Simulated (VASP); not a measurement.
## KB3H8: single point with PBE

Crystal: KB3H8.

```
CELL_PARAMETERS angstrom
3.71281 -4.04043 0.00000
3.71281 4.04043 0.00000
0.00000 0.00000 8.19595
ATOMIC_POSITIONS crystal
K 0.66545 0.33455 0.75000
K 0.33455 0.66545 0.25000
B 0.28055 0.71945 0.64035
B 0.71945 0.28055 0.14035
B 0.71945 0.28055 0.35965
B 0.28055 0.71945 0.85965
B 0.09116 0.90884 0.75000
B 0.90884 0.09116 0.25000
H 0.20290 0.52065 0.58902
H 0.79710 0.47935 0.08902
H 0.52065 0.20290 0.41098
H 0.47935 0.79710 0.91098
H 0.79710 0.47935 0.41098
H 0.20290 0.52065 0.91098
H 0.47935 0.79710 0.58902
H 0.52065 0.20290 0.08902
H 0.13744 0.86256 0.57697
H 0.86256 0.13744 0.07697
H 0.86256 0.13744 0.42303
H 0.13744 0.86256 0.92303
H 0.87293 0.85314 0.75000
H 0.12707 0.14686 0.25000
H 0.85314 0.87293 0.25000
H 0.14686 0.12707 0.75000
```

```json
{"Program": "VASP 6.6.1", "Task": "single point", "Functional": "PBE", "Potentials or basis": "VASP PAW PBE potentials, release 64 (K_sv, B, H)", "Cutoff": "520 eV", "k mesh": "5 × 5 × 3", "Occupations": "fermi-dirac, width 0.05 eV", "Spin": "no spin polarisation", "Dipole correction": "no", "Further INCAR settings": "LREAL = Auto; ALGO = Fast; EDIFF = 1e-07; NBANDS = 44"}
```

```json
{
  "Pressure": "0.0 GPa",
  "Largest force": "0.015 eV/Å",
  "Band gap on the k mesh": "5.77 eV, indirect (least direct gap 5.92 eV)"
}
```

Forces in eV/Å, atoms in the order of the input:
```
K    0.000  0.015  0.000
K    0.000 -0.015  0.000
B    0.000  0.003  0.001
B    0.000 -0.003  0.001
B    0.000 -0.003 -0.001
B    0.000  0.003 -0.001
B    0.000 -0.002  0.000
B    0.000  0.002  0.000
H   -0.006 -0.009 -0.001
H    0.006  0.009 -0.001
H   -0.006  0.009  0.001
H    0.006 -0.009  0.001
H    0.006  0.009  0.001
H   -0.006 -0.009  0.001
H    0.006 -0.009 -0.001
H   -0.006  0.009 -0.001
H    0.000  0.005  0.011
H    0.000 -0.005  0.011
H    0.000 -0.005 -0.011
H    0.000  0.005 -0.011
H   -0.007  0.002  0.000
H    0.007 -0.002  0.000
H   -0.007 -0.002  0.000
H    0.007  0.002  0.000
```

Stress tensor (GPa, compression positive):
```
 0.14  0.00  0.00
 0.00  0.04  0.00
 0.00  0.00 -0.08
```

Levels at points of the mesh, in eV from the valence-band top:
| k point | band 23 | band 24 | band 25 | band 26 | band 27 | band 28 | band 29 | band 30 |
| --- | --- | --- | --- | --- | --- | --- | --- | --- |
| (0.00, 0.00, 0.00) | -0.82 | -0.63 | -0.39 | -0.20 | 6.09 | 6.51 | 6.60 | 7.00 |

It took 8 min on 1 thread of Intel(R) Xeon(R) 6975P-C (Granite Rapids), with other jobs on the host, peak memory 0.41 GiB.

Caveat: an odd mesh through Γ misses points on the zone boundary, where band edges often lie.
